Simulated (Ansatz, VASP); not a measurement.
# ScF3 in VASP and in Ansatz

```
Sc F
1.0
     4.01245    0.00000    0.00000
     0.00000    4.01245    0.00000
     0.00000    0.00000    4.05257
Sc F
1 3
Direct
  0.00000 0.00000 0.00000
  0.50000 0.00000 0.00000
  0.00000 0.50000 0.00000
  0.00000 0.00000 0.50000
```

Change from the starting cell: zz strain of +1 %.

Alike in both runs: task single point; functional LDA; k mesh 6 × 6 × 6; occupations fermi-dirac, width 0.02 eV; no spin polarisation.

|  | VASP | Ansatz |
| --- | --- | --- |
| version | VASP 6.6.1 | Ansatz 0.2.0 |
| potentials or method | VASP PAW LDA potentials, release 64 (Sc_sv, F), cutoff 520 eV | all-electron LAPW, scalar-relativistic |

```csv
,VASP,Ansatz,Ansatz less VASP
gap on the k mesh at the Fermi level (eV),6.11,6.14,+0.025
pressure (GPa),-3.2,-3.8,-0.59
largest component of the traceless stress (GPa),1.53,1.48,-0.044
```

Ansatz ran all-electron here, so the differences hold the error of VASP's frozen core and of both bases.

A k mesh can miss the band edges.
